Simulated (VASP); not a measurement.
Input:

```
CELL_PARAMETERS angstrom
      2.83888     0.00000     0.00000
     -1.41944     2.45854     0.00000
      0.00000     0.00000     5.11630
ATOMIC_POSITIONS crystal
  N  0.00000 0.00000 0.00000
  Mo 0.33333 0.66667 0.26518
  Mo 0.66667 0.33333 0.73482
```

Computed with PBEsol GGA, VASP's PBE PAW potentials (set 64) (plane waves; VASP). Run with 520 eV cut-off, 14×14×7 Γ-centred mesh, tetrahedra with Blöchl corrections, potentials N Mo_sv.

The cores are frozen, which limits the accuracy of field gradients.

Problem. Give the principal components of the electric field gradient (V/Å²) and the asymmetry η at each nucleus.

Solution. 
| atom | Vxx | Vyy | Vzz | η |
|---|---|---|---|---|
| N1 | 4.0 | 4.0 | -8.0 | 0.00 |
| Mo2 | -1.0 | -1.0 | 2.1 | 0.00 |
| Mo3 | -1.0 | -1.0 | 2.1 | 0.00 |

The structure was generated: Mo2N was put into the CdI2 type (P-3m1), which need not be its known phase. It was relaxed first, which changed the volume by +13 %.
